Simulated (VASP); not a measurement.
Input:

```
Pt
1.0
    2.76856     0.00000     0.00000
    0.00000     3.91533     0.00000
    0.00000     0.00000    26.05638
Pt
8
Direct
  0.00000   0.00000   0.31406
  0.50000   0.50000   0.36718
  0.00000   0.00000   0.42031
  0.50000   0.50000   0.47344
  0.00000   0.00000   0.52656
  0.50000   0.50000   0.57969
  0.00000   0.00000   0.63282
  0.50000   0.50000   0.68594
```

Level of theory: PBEsol GGA, VASP's PBE PAW potentials (set 64) (plane waves; VASP 6.6.1). Settings: PREC = Normal, EDIFF = 1E-5, 400 eV cut-off, 10×7×1 Γ-centred mesh, first-order Methfessel-Paxton smearing of 0.10 eV, potentials Pt.

The ions are relaxed. Predict the relaxed structure.

```
Pt
1.0
    2.76856     0.00000     0.00000
    0.00000     3.91533     0.00000
    0.00000     0.00000    26.05638
Pt
8
Direct
  0.00000   0.00000   0.31912
  0.50000   0.50000   0.36410
  0.00000   0.00000   0.42132
  0.50000   0.50000   0.47343
  0.00000   0.00000   0.52657
  0.50000   0.50000   0.57868
  0.00000   0.00000   0.63590
  0.50000   0.50000   0.68088
```

How much energy does the relaxation gain?

The energy (σ→0) changes by -28.0 meV/atom, in 9 ionic steps.

The cell is a thin slab with vacuum, built from Pt (fcc): (110) face.
